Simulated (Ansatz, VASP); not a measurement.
## SiC: VASP beside Ansatz

Aim: how closely do two programs agree when they are given the same cell, functional and k mesh? The structure shown is the end of the Ansatz relaxation below.

Method: plane waves, with VASP 6.6.1 beside it; single point at LDA, in Ansatz 0.2.0.

**1. The structure**

It takes space group P6_3mc (No. 186, hexagonal). Conventional cell: a = 2.954 Å, b = 2.954 Å, c = 9.663 Å, α = 90.00°, β = 90.00°, γ = 120.00°. C has 4 Si at 1.81 to 1.82 Å nearest. Nearest to C lie 4 Si at 1.81 Å. Nearest to Si lie 4 C at 1.81 to 1.82 Å. Nearest to Si lie 4 C at 1.81 Å. Farther neighbours are not listed.

**2. Ansatz: relaxation, LDA**

Ansatz runs on its PAW soft_1 files.

This run makes the geometry at which the two programs are then compared.

Contents of input.yaml:

```yaml
crystal:
  lattice:
    - [2.9534200313, 0.0, 0.0]
    - [-1.4767100156, 2.5577367751, 0.0]
    - [0.0, 0.0, 9.6635986264]
  atoms:
    - { symbol: C, position: [0.6666666667, 0.3333333333, 0.7498191549] }
    - { symbol: C, position: [0.3333333333, 0.6666666667, 0.2498191549] }
    - { symbol: C, position: [0.0, 0.0, 0.5004335933] }
    - { symbol: C, position: [0.0, 0.0, 0.0004335933] }
    - { symbol: Si, position: [0.6666666667, 0.3333333333, 0.9377898633] }
    - { symbol: Si, position: [0.3333333333, 0.6666666667, 0.4377898633] }
    - { symbol: Si, position: [0.0, 0.0, 0.6879563883] }
    - { symbol: Si, position: [0.0, 0.0, 0.1879563883] }
kpoints:
  mp_grid: { grid: [9, 9, 4] }
hamiltonian:
  xc: lda
  pseudopotentials: { kind: paw, azcp: { folder: soft_1 }, xc_functional: pbe }
scf:
  occupations: { method: fixed }
output:
  forces: true
  stress: true
  eigenvalues: true
relax:
  adjacent_minimum: "off"
  f_tol: 0.001
  max_steps: 60
  cell: { stress_tol: 0.01, fix: [volume] }
```

Run with:

```
$ ansatz run input.yaml --threads 8 --pin off --max-ram 16384MiB --backend cpu --events-out ev --progress --plain --runs-dir out
```

Numbers of over 12 decimals in the logs are rounded to 6 here.

What it wrote:

```text
Engine: ansatz 0.2.0, aarch64-unknown-linux-gnu
Pseudopotentials: kind: paw
Pseudopotential: C, paw, valence charge 4, recommended cutoff 420 eV (normal), soft_1/C.paw.azcp
Pseudopotential: Si, paw, valence charge 4, recommended cutoff 420 eV (normal), soft_1/Si.paw.azcp
Functional definition: SPW92
  exchange = slater_x
  correlation = pw_c
Crystal: 8 atoms, lattice volume = 73.000 Å³
Basis set: ecut = 420 eV, 1389 PW (Γ)
Bands: 24, of which v1, the nominal top of the filled ones, is band 16 counted from 1 (15 counted from 0)
Symmetry: 12 space group operations
Space group: P63mc (ITA 186), of the structure as read, at distance tolerance 4.2e-5 Å
k-points: 36 of 324 (time reversal used)
Non-local potential: C, projectors of the file, l = 0: 2, l = 1: 2, l = 2: 1
Non-local potential: Si, projectors of the file, l = 0: 2, l = 1: 2, l = 2: 1
PAW form: soft (Blöchl's): semilocal exchange-correlation on the pseudo side does not see the compensation charge
PAW frozen core: C, regenerated for the run's functional, and the local potential with it (the file was generated under x = pbe(κ = 0.804, μ = 0.219515), c = pbe(β = 0.066725))
PAW frozen core: Si, regenerated for the run's functional, and the local potential with it (the file was generated under x = pbe(κ = 0.804, μ = 0.219515), c = pbe(β = 0.066725))
PAW one-centre angular grid: C, 110 points (default); XC on 64 Gauss nodes
PAW one-centre angular grid: Si, 110 points (default); XC on 64 Gauss nodes
Initial density: superposition of atomic densities (chi_scale 0.1, normalization cell, long waves kept (reshape's long-wave potential 0.00 eV rms))
Initial wavefunctions: pseudopotential atomic-orbital guess
Functional: x = slater, c = lda
SCF iter   1: F=—  HF=-3415.872710 eV  |F-HF|=—  |Δ(HF+E_count)|=         —  Δρ=1.65e-1  dr2=2.26e1  ethr=3.10e-3  ⟨swp⟩=5.0  Hψ=4025  notcnv=0  defer=191
preconditioner: auto → none  [insulator: Δε(μ)=4.451 eV  Ē_g=13.864 eV  n_scr=6 (ndim 8)  ℏωp=24.6 eV  f_vac=0.000  ε∞_Penn≈4.1]
SCF iter   2: F=—  HF=-3408.478957 eV  |F-HF|=—  |Δ(HF+E_count)|=    7.39e0  Δρ=4.95e-2  dr2=1.01e0  ethr=3.10e-3  ⟨swp⟩=4.0  Hψ=2428  notcnv=0  defer=212
SCF iter   3: F=—  HF=-3408.171745 eV  |F-HF|=—  |Δ(HF+E_count)|=   3.07e-1  Δρ=1.92e-2  dr2=1.32e-1  ethr=3.10e-3  ⟨swp⟩=2.8  Hψ=1662  notcnv=0  defer=213
SCF iter   4: F=—  HF=-3408.138991 eV  |F-HF|=—  |Δ(HF+E_count)|=   3.28e-2  Δρ=1.91e-3  dr2=1.33e-3  ethr=4.12e-4  ⟨swp⟩=2.7  Hψ=1195  notcnv=0  defer=216
SCF iter   5: F=—  HF=-3408.139035 eV  |F-HF|=—  |Δ(HF+E_count)|=   4.41e-5  Δρ=3.36e-4  dr2=1.79e-4  ethr=4.16e-6  ⟨swp⟩=2.3  Hψ=1335  notcnv=0  defer=216
SCF iter   6: F=—  HF=-3408.138988 eV  |F-HF|=—  |Δ(HF+E_count)|=   4.75e-5  Δρ=1.05e-4  dr2=5.00e-6  ethr=5.58e-7  ⟨swp⟩=2.1  Hψ=1215  notcnv=0  defer=214
SCF iter   7: F=—  HF=-3408.138992 eV  |F-HF|=—  |Δ(HF+E_count)|=   4.36e-6  Δρ=2.62e-5  dr2=6.11e-7  ethr=1.56e-8  ⟨swp⟩=2.4  Hψ=1366  notcnv=0  defer=182
SCF iter   8: F=-3408.138992 eV  HF=-3408.138992 eV  |F-HF|=1.17e-8  |Δ(HF+E_count)|=   1.22e-7  Δρ=5.71e-6  dr2=2.08e-8  ethr=3.13e-10  ⟨swp⟩=15.5  Hψ=6469  notcnv=0
SCF 1 converged in 8 iterations: F = -3408.138992 eV  dr2 = 2.08e-8
  greatest PAW one-centre occupation: 0.657 electrons in one spin orbital (limit 2), on the C atom at site 1 (counted from 0), in its partial waves of l = 0
relax step   1: F+E_penalty+E_count = -3408.13899180 eV  Δ(F+E_penalty+E_count) = +0.000e0 eV  max|allowed force component| = 7.694e-3 eV/Å  Δτ_max = 0.0000 Å  P = +29.720 GPa  Ω = 73.000 Å³  fix = [volume]  reactions: volume +29.720 GPa  (8 SCF iters, dr2 threshold 1.00e-7 eV, accepted)
[...]
relax step   2: F+E_penalty+E_count = -3408.13899531 eV  Δ(F+E_penalty+E_count) = -3.503e-6 eV  max|allowed force component| = 3.657e-3 eV/Å  Δτ_max = 0.0001 Å  P = +29.720 GPa  Ω = 73.000 Å³  fix = [volume]  reactions: volume +29.720 GPa  (4 SCF iters, dr2 threshold 1.01e-8 eV, accepted)
[...]
relax step   3: F+E_penalty+E_count = -3408.13899568 eV  Δ(F+E_penalty+E_count) = -3.711e-7 eV  max|allowed force component| = 6.369e-4 eV/Å  Δτ_max = 0.0001 Å  P = +29.720 GPa  Ω = 73.000 Å³  energy of the carried Pulay correction = +3.110e-17 eV  fix = [volume]  reactions: volume +29.720 GPa  (4 SCF iters, dr2 threshold 8.36e-10 eV, accepted)
[...]
relax step   4: F+E_penalty+E_count = -3408.13899763 eV  Δ(F+E_penalty+E_count) = -1.952e-6 eV  max|allowed force component| = 6.225e-4 eV/Å  Δτ_max = 0.0000 Å  P = +29.720 GPa  Ω = 73.000 Å³  fix = [volume]  reactions: volume +29.720 GPa  stress off target by 2.97e-3 GPa on what of the cell is left free  SCF on the basis re-selected at this cell (its energy is not comparable with the rows above)  (6 SCF iters)
basis re-selected at this cell: Δ(F+E_penalty+E_count) = -1.952e-6 eV, ΔP = -0.000 GPa vs the last step (what re-selecting the basis moved, of the pressure what is left beyond the Pulay correction that the steps carried, after the strain that the cell walked since its last selection, with what the two solves' SCF thresholds leave and, on support functions, any second-order correction that the steps lacked; it is no m [...]
SCF converged after 6 iterations
Free energy (F): -3408.138998 eV
Harris-Foulkes:  -3408.138998 eV  (|F-HF|=1.36e-12)
Internal energy: -3408.138998 eV  (E = F + TS)
E sigma→0 (E₀):  -3408.138998 eV
Fermi energy:    10.968323 eV
--- Per-component energies (eV) ---
  E_band       = 150.218219
  E_kinetic    = 561.383417
  E_local      = -358.515647  (includes V_loc(G=0)·N_el)
  E_nonlocal   = 195.150985
  E_hartree    = 122.179808
  E_xc         = -429.057469
  E_vxc        = -446.864094  (∫ρ·V_xc dr)
  E_paw        = -2312.900553  (= ΣΔE_a)
  E_vpaw       = -45.296240  (= ΣTr[D̂ρ^β])
  E_aug_tail   = 0.000191  (compensation charges beyond the density's cutoff)
  E_ewald      = -1186.968384
  E_core_change = 0.588653  (= ΣΔE_core)
  E_smearing   = -0.000000  (= −TS)
  E_closure    = 0.000000  (closes the sum)
  Σ components = -3408.138998   (vs F -3408.138998, Δ=0.00e0)
--- Forces (eV/Å), atoms counted from 1 ---
  atom   1  C     -0.00000000     0.00000000     0.00060843
  atom   2  C      0.00000000    -0.00000000     0.00060843
  atom   3  C      0.00000000    -0.00000000     0.00044101
  atom   4  C     -0.00000000     0.00000000     0.00044101
  atom   5  Si     0.00000000    -0.00000000    -0.00062398
  atom   6  Si    -0.00000000     0.00000000    -0.00062398
  atom   7  Si     0.00000000     0.00000000    -0.00043120
  atom   8  Si    -0.00000000    -0.00000000    -0.00043120
  max |Σ_I F_I| component: 1.15e-5 eV/Å
--- Stress (GPa, compression-positive) ---
       29.721122       0.000000      -0.000000
        0.000000      29.721122      -0.000000
       -0.000000      -0.000000      29.716666
  P = ⅓ Tr σ = 29.7196 GPa (297.196 kbar)
--- Band table (eV; the first three rows and the last of 36) ---
  k-point 0: bands = [... 12 lower, 10.3713, 10.9198, 10.9683, 10.9683, 17.1213, 17.6700, 18.3414, 18.4787, ... 4 higher]
  k-point 1: bands = [... 12 lower, 10.5440, 10.5440, 10.9115, 10.9115, 17.1734, 17.5338, 18.5098, 18.5357, ... 4 higher]
  k-point 2: bands = [... 12 lower, 10.7567, 10.7567, 10.7567, 10.7567, 17.3223, 17.3223, 18.6502, 18.6502, ... 4 higher]
  k-point 35: bands = [... 12 lower, 8.0669, 8.0669, 8.3264, 8.3264, 14.1570, 14.1570, 17.9530, 17.9530, ... 4 higher]
--- Relaxed structure (3 steps of the walk, 3 accepted, 1 SCFs on fresh bases) ---
  F+E_penalty+E_count = -3408.13899763 eV   max|allowed force component| = 6.225e-4 eV/Å   (the final SCF, on the basis selected at the relaxed cell)
  cell:  # Å, volume = 72.9995 Å³
    - [2.953568, -2.8869001261659253e-11, 0]
    - [-1.476784, 2.557865, 0]
    - [0, 0, 9.662630]
  atoms:
    - { symbol: C, position: [0.666667, 0.333333, 0.749816] }
    - { symbol: C, position: [0.333333, 0.666667, 0.249816] }
    - { symbol: C, position: [0, 0, 0.500428] }
    - { symbol: C, position: [0, 0, 0.000428072] }
    - { symbol: Si, position: [0.666667, 0.333333, 0.937780] }
    - { symbol: Si, position: [0.333333, 0.666667, 0.437780] }
    - { symbol: Si, position: [0, 0, 0.687976] }
    - { symbol: Si, position: [0, 0, 0.187976] }
```

In the SCF lines HF is the Harris–Foulkes energy and dr2 the Hartree energy of the density residual, in eV; the loop may stop once dr2 is under the threshold and the program's other checks hold. Hψ counts applications of the Hamiltonian.

**3. VASP: single point, LDA, pair 1**

The same cell, functional (in two slightly different forms) and mesh now go to VASP, with its own data sets.

Lines of VASP's logs that name or quote its potential files are left out, and so is its time.

Contents of INCAR:

```
SYSTEM = SiC
PREC = Accurate
ENCUT = 600
EDIFF = 1E-06
NELM = 120
ISMEAR = 0
SIGMA = 0.01
LREAL = .FALSE.
ALGO = Normal
GGA = PW92
NBANDS = 24
LORBIT = 11
LWAVE = .FALSE.
LCHARG = .FALSE.
ISIF = 2
LASPH = .TRUE.
GGA_COMPAT = .FALSE.
EFERMI = MIDGAP
KPAR = 2
```

Contents of POSCAR:

```
SiC
1.0
    2.9535681069      0.0000000000      0.0000000000
   -1.4767840534      2.5578650124      0.0000000000
    0.0000000000      0.0000000000      9.6626296915
C Si
4 4
Direct
    0.6666666666      0.3333333332      0.7498156648
    0.3333333332      0.6666666666      0.2498156648
    0.9999999999      0.9999999999      0.5004280717
    0.9999999999      0.9999999999      0.0004280717
    0.6666666666      0.3333333332      0.9377797141
    0.3333333332      0.6666666666      0.4377797141
    0.9999999999      0.9999999999      0.6879755492
    0.9999999999      0.9999999999      0.1879755492
```

Contents of KPOINTS:

```
Automatic mesh
0
Gamma
9 9 4
0 0 0
```

Potentials, in the order of the species: C and Si (LDA family, release 64).

Run with:

```
$ mpirun -np 2 vasp_std
```

What it wrote:

```text
[banner, memory and clock lines left out]
running    2 mpi-ranks, on    1 nodes
 distrk:  each k-point on    1 cores,    2 groups
 distr:  one band on    1 cores,    1 groups

 POSCAR found type information on POSCAR C Si
 POSCAR found :  2 types and       8 ions
|                                                                             |
|               ----> ADVICE to this user running VASP <----                  |
|                                                                             |
|     You enforced a specific xc type in the INCAR file but a different       |
|     [... a line on the potential file left out ...]
|     I HOPE YOU KNOW WHAT YOU ARE DOING!                                     |
|                                                                             |

 LDA part: xc-table for (Slater(with rela. corr.)+PW92), standard interpolation
 POSCAR, INCAR and KPOINTS ok, starting setup
 FFT: planning ... GRIDC
 FFT: planning ... GRID_SOFT
 FFT: planning ... GRID
 WAVECAR not read
 entering main loop
       N       E                     dE             d eps       ncg     rms          rms(c)
DAV:   1     0.890510111107E+02    0.89051E+02   -0.16537E+04  1728   0.138E+03
DAV:   2    -0.685140418554E+02   -0.15757E+03   -0.14648E+03  2376   0.221E+02
DAV:   3    -0.756809905819E+02   -0.71669E+01   -0.71248E+01  2296   0.460E+01
DAV:   4    -0.757652640645E+02   -0.84273E-01   -0.84218E-01  2184   0.599E+00
DAV:   5    -0.757667364217E+02   -0.14724E-02   -0.14722E-02  2280   0.744E-01    0.211E+01
DAV:   6    -0.664488237647E+02    0.93179E+01   -0.25488E+01  2176   0.235E+01    0.986E+00
DAV:   7    -0.660141910104E+02    0.43463E+00   -0.28813E+00  2360   0.811E+00    0.371E+00
DAV:   8    -0.659428549873E+02    0.71336E-01   -0.18129E-01  2080   0.211E+00    0.112E+00
DAV:   9    -0.659327879936E+02    0.10067E-01   -0.20521E-02  2248   0.778E-01    0.161E-01
DAV:  10    -0.659328472403E+02   -0.59247E-04   -0.94191E-04  2176   0.180E-01    0.813E-02
DAV:  11    -0.659328532126E+02   -0.59724E-05   -0.23850E-05  2312   0.330E-02    0.291E-02
DAV:  12    -0.659328486027E+02    0.46099E-05   -0.91452E-06  2176   0.159E-02    0.632E-03
DAV:  13    -0.659328479344E+02    0.66831E-06   -0.21190E-06  1656   0.713E-03
   1 F= -.65932848E+02 E0= -.65932848E+02  d E =0.000000E+00
```

From OUTCAR (step 3):

```text
ion  position               nearest neighbor table
   1  0.667  0.333  0.750-   7 1.81   7 1.81   7 1.81   5 1.82
   2  0.333  0.667  0.250-   8 1.81   8 1.81   8 1.81   6 1.82
   3  1.000  1.000  0.500-   6 1.81   6 1.81   6 1.81   7 1.81
   4  1.000  1.000  0.000-   5 1.81   5 1.81   5 1.81   8 1.81
   5  0.667  0.333  0.938-   4 1.81   4 1.81   4 1.81   1 1.82   7 2.96   7 2.96   7 2.96   8 2.96
                             8 2.96   8 2.96
   6  0.333  0.667  0.438-   3 1.81   3 1.81   3 1.81   2 1.82   8 2.96   8 2.96   8 2.96   7 2.96
                             7 2.96   7 2.96
   7  1.000  1.000  0.688-   1 1.81   1 1.81   1 1.81   3 1.81   5 2.96   5 2.96   5 2.96   6 2.96
                             6 2.96   6 2.96
   8  1.000  1.000  0.188-   2 1.81   2 1.81   2 1.81   4 1.81   6 2.96   6 2.96   6 2.96   5 2.96
                             5 2.96   5 2.96

  LATTYP: Found a hexagonal cell.
 ALAT       =     2.9535681069
 C/A-ratio  =     3.2715107090

 Subroutine GETGRP returns: Found 12 space group operations
 (whereof  6 operations were pure point group operations)

The static configuration has the point symmetry C_3v.
 The point group associated with its full space group is C_6v.

 Found     36 irreducible k-points:

   k-points           NKPTS =     36   k-points in BZ     NKDIM =     36   number of bands    NBANDS=     24

   dimension x,y,z NGX =    24 NGY =   24 NGZ =   80
   dimension x,y,z NGXF=    48 NGYF=   48 NGZF=  160

   ENCUT  =  600.0 eV  44.10 Ry    6.64 a.u.   5.90  5.90 19.30*2*pi/ulx,y,z

   NELECT =      32.0000    total number of electrons

 k-points in reciprocal lattice and weights: Automatic mesh
   0.00000000  0.00000000  0.00000000       0.003
   0.11111111  0.00000000  0.00000000       0.019
   0.22222222  0.00000000  0.00000000       0.019
   0.33333333  0.00000000  0.00000000       0.019
   0.44444444  0.00000000  0.00000000       0.019
   0.11111111  0.11111111  0.00000000       0.019
   0.22222222  0.11111111  0.00000000       0.037
   0.33333333  0.11111111  0.00000000       0.037
   0.44444444  0.11111111  0.00000000       0.019
[...]
0.33333333  0.22222222  0.50000000       0.037
   0.33333333  0.33333333  0.50000000       0.006

 average (electrostatic) potential at core
       1 -47.1576       2 -47.1576       3 -47.2263       4 -47.2263       5 -80.1722
       6 -80.1722       7 -80.1210       8 -80.1210

 E-fermi :  10.7847

 k-point     1 :       0.0000    0.0000    0.0000
  band No.  band energies     occupation
    ...
     12       9.0290      2.00000
     13       9.0290      2.00000
     14       9.5737      2.00000
     15       9.6224      2.00000
     16       9.6224      2.00000
     17      15.7900      0.00000
     18      16.3396      0.00000
     19      17.0092      0.00000
     20      17.1300      0.00000
     21      17.1300      0.00000
    ...

 k-point     2 :       0.1111    0.0000    0.0000
  band No.  band energies     occupation
    ...
     12       8.6127      2.00000
     13       8.7093      2.00000
     14       8.8859      2.00000
     15       9.4284      2.00000
     16       9.5382      2.00000
     17      15.5819      0.00000
     18      16.2833      0.00000
     19      16.4137      0.00000
     20      17.0750      0.00000
     21      17.5093      0.00000
    ...

 k-point     3 :       0.2222    0.0000    0.0000
  band No.  band energies     occupation
    ...
     12       7.2619      2.00000
     13       8.0102      2.00000
     14       8.0590      2.00000
     15       8.9453      2.00000
     16       9.1923      2.00000
     17      13.9878      0.00000
     18      14.5694      0.00000
     19      15.3919      0.00000
     20      16.4592      0.00000
     21      17.5050      0.00000
    ...

  Total       13.4745253     13.4745253     13.4758942      0.0000000      0.0000000      0.0000000
  in kB      295.7359411    295.7359411    295.7659869      0.0000000      0.0000000      0.0000000
  external PRESSURE =     295.7459564 kB  Pullay stress =       0.0000000 kB

  energy-cutoff  :      600.00
  volume of cell :       73.00
      direct lattice vectors                 reciprocal lattice vectors
     2.953568107  0.000000000  0.000000000     0.338573537  0.195475523  0.000000000
    -1.476784053  2.557865012  0.000000000     0.000000000  0.390951045  0.000000000
     0.000000000  0.000000000  9.662629691     0.000000000  0.000000000  0.103491496

 POSITION                                       TOTAL-FORCE (eV/Angst)
 -----------------------------------------------------------------------------------
      1.47678      0.85262      7.24519        -0.000000      0.000000     -0.000419
     -0.00000      1.70524      2.41388         0.000000      0.000000     -0.000419
      1.47678      2.55787      4.83545         0.000000      0.000000      0.000060
      1.47678      2.55787      0.00414        -0.000000     -0.000000      0.000060
      1.47678      0.85262      9.06142        -0.000000      0.000000      0.001188
     -0.00000      1.70524      4.23010         0.000000      0.000000      0.001188
      1.47678      2.55787      6.64765         0.000000      0.000000     -0.000829
      1.47678      2.55787      1.81634        -0.000000     -0.000000     -0.000829
 -----------------------------------------------------------------------------------
    total drift:                                0.000000      0.000000      0.000191

  FREE ENERGIE OF THE ION-ELECTRON SYSTEM (eV)
  ---------------------------------------------------
  free  energy   TOTEN  =       -65.9328479344 eV

  energy  without entropy=      -65.9328479344  energy(sigma->0) =      -65.93284793

 total charge
# of ion       s       p       d       tot
------------------------------------------
    1        0.846   1.838   0.000   2.684
    2        0.846   1.838   0.000   2.684
    3        0.846   1.835   0.000   2.680
    4        0.846   1.835   0.000   2.680
    5        0.727   1.082   0.000   1.809
    6        0.727   1.082   0.000   1.809
    7        0.729   1.080   0.000   1.809
    8        0.729   1.080   0.000   1.809
--------------------------------------------------
tot          6.297  11.667   0.000  17.964

[... 3 further parts left out ...]
```

The run ends at a pressure of 29.57 GPa, with forces up to 0.0012 eV/Å.

**4. Differences**

Known differences besides the potentials themselves: fixed occupations in Ansatz, narrow Gaussian smearing in VASP; the cutoff is 420 eV in Ansatz and 600 eV in VASP; VASP's log shows a relativistic correction to its local exchange, Ansatz's none; Ansatz's pressure holds a Pulay correction, VASP's none. Total energies have different zeros and are not compared.

Compared:

```tsv
quantity	Ansatz	VASP	difference
pressure (GPa)	29.72	29.57	+0.15
gap on the k mesh (eV)	2.330	2.325	+0.006
```

A gap on the mesh is an upper bound, since the band edges may lie between its points.

[end of part 1 of 2]

[Lines on the potential files, build, host, timing and source positions are cut from VASP's logs without a mark.]

[Logs are printed without paths, hosts, clocks, repeated set-up lines and the standing remarks that a program may print on its own settings, such as how far it seeks lower states.]

[Hosts, paths, dates, database ids (printed as entryN), source tags and the programs' standing remarks are cut or masked in the printed files.]
